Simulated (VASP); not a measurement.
Ge:

```
Ge
1.0
     0.00000    2.83700    2.83700
     2.83700    0.00000    2.83700
     2.83700    2.83700    0.00000
Ge
2
Direct
  0.00000 0.00000 0.00000
  0.25000 0.25000 0.25000
```

Base run:

| Property | Result |
| --- | --- |
| Program | VASP 6.6.1 |
| Functional | PBEsol |
| Potentials or basis | VASP PAW PBE potentials, release 64 (Ge_d) |
| Cutoff | 520 eV |
| k mesh | 10 × 10 × 10 |
| Occupations | gaussian, width 0.03 eV |
| Spin | no spin polarisation |

Its results: pressure -0.4 GPa.

The run is repeated on the same cell with these changes: functional from PBEsol to r2SCAN. What comes out?

Pressure 0.0 GPa.

Caveats: the PAW data sets were made with another functional, which shifts forces and pressure a little.
